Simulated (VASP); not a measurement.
Output of a VASP run:

**OSZICAR**
```
       N       E                     dE             d eps       ncg     rms          rms(c)
DAV:   1     0.839224229408E+02    0.83922E+02   -0.79978E+03    38   0.179E+03
DAV:   2    -0.644153253236E+01   -0.90364E+02   -0.89160E+02    30   0.302E+02
DAV:   3    -0.100540790266E+02   -0.36125E+01   -0.36010E+01    37   0.654E+01
DAV:   4    -0.100846279279E+02   -0.30549E-01   -0.30548E-01    30   0.586E+00
DAV:   5    -0.100857573544E+02   -0.11294E-02   -0.11294E-02    52   0.101E+00    0.105E+01
DAV:   6    -0.144112567703E+02   -0.43255E+01   -0.98938E+01    30   0.794E+01    0.472E+01
DAV:   7    -0.848008815305E+01    0.59312E+01   -0.21475E+02    30   0.398E+01    0.784E+00
DAV:   8    -0.727860020553E+01    0.12015E+01   -0.13221E+00    30   0.177E+01    0.492E+00
DAV:   9    -0.671857747915E+01    0.56002E+00   -0.10614E+00    30   0.126E+01    0.200E+00
DAV:  10    -0.670400481978E+01    0.14573E-01   -0.51947E-02    37   0.384E+00    0.123E+00
DAV:  11    -0.669050157280E+01    0.13503E-01   -0.83755E-02    37   0.428E+00    0.103E+00
DAV:  12    -0.669074641826E+01   -0.24485E-03   -0.46045E-02    37   0.267E+00    0.848E-01
DAV:  13    -0.668321106095E+01    0.75354E-02   -0.11496E-02    37   0.136E+00    0.875E-02
DAV:  14    -0.668347082308E+01   -0.25976E-03   -0.10457E-03    37   0.402E-01    0.195E-01
DAV:  15    -0.668316168190E+01    0.30914E-03   -0.40123E-04    37   0.277E-01    0.191E-02
DAV:  16    -0.668316105747E+01    0.62443E-06   -0.70824E-06    44   0.301E-02
   1 F= -.66831611E+01 E0= -.66048096E+01  d E =-.156703E+00
```

### OUTCAR
```
------------------------ aborting loop because EDIFF is reached ----------------------------------------
  FORCE on cell =-STRESS in cart. coord.  units (eV):
  Direction    XX          YY          ZZ          XY          YZ          ZX
  --------------------------------------------------------------------------------------
  Total        0.7597953      0.7597953      0.7597953     -0.0000000      0.0000000      0.0000000
  in kB       50.9600339     50.9600339     50.9600339     -0.0000000      0.0000000      0.0000000
  external PRESSURE =      50.9600339 kB  Pullay stress =       0.0000000 kB
  volume of cell :       23.89
      direct lattice vectors                 reciprocal lattice vectors
     2.880000000  0.000000000  0.000000000     0.347222222  0.000000000  0.000000000
     0.000000000  2.880000000  0.000000000     0.000000000  0.347222222  0.000000000
     0.000000000  0.000000000  2.880000000     0.000000000  0.000000000  0.347222222
 POSITION                                       TOTAL-FORCE (eV/Angst)
 -----------------------------------------------------------------------------------
      1.44000      1.44000      1.44000         0.000000      0.000000      0.000000
      0.00000      0.00000      0.00000         0.000000      0.000000      0.000000
 -----------------------------------------------------------------------------------
    total drift:                                0.000000      0.000000      0.000000
  FREE ENERGIE OF THE ION-ELECTRON SYSTEM (eV)
  ---------------------------------------------------
  free  energy   TOTEN  =        -6.6831610575 eV

  energy  without entropy=       -6.5264581444  energy(sigma->0) =       -6.60480960
```
(Selected blocks of OUTCAR.)

**POSCAR**
```
CoGa
1
    2.8800000000     0.0000000000     0.0000000000
    0.0000000000     2.8800000000     0.0000000000
    0.0000000000     0.0000000000     2.8800000000
Ga Co
1 1
Direct
  0.5000000000   0.5000000000   0.5000000000
  0.0000000000   0.0000000000   0.0000000000
```

### Question
Write an INCAR and KPOINTS that could have produced this output.

### Answer
This is not unique; one that fits is the input of the run itself, PBE GGA, plane waves, VASP's PBE PAW potentials (set 64).

INCAR:
```
! general
SYSTEM  = CoGa
PREC    = Accurate
ENCUT   = 300
LREAL   = .FALSE.
LASPH   = .TRUE.

! electronic loop
EDIFF   = 1E-6
NELM    = 100
ALGO    = Normal
LMAXMIX = 4

! smearing
ISMEAR  = -1
SIGMA   = 0.1

! functional
GGA     = PE

! ions
ISIF    = 2

! output
LWAVE   = .FALSE.
LCHARG  = .FALSE.
```

File KPOINTS:
```
K-points
0
gamma
1 1 1
0 0 0
```

POTCAR, in this order: Ga_d Co (PBE.64 set). Program: vasp_std.

At this cut-off the stress carries a Pulay error, which pulls relaxed volumes low.

The structure is a typed CoGa crystal (Pm-3m). The cell was not relaxed at this level. The k-mesh is coarse (spacing up to 2.18 per Å, 2π included), so the numbers may not be converged in it. The run is one of a series of settings (KPOINTS 1×1×1 Γ-centred mesh against the base run), some of them coarse on purpose. The run is not spin-polarised, so no magnetic state was tried.
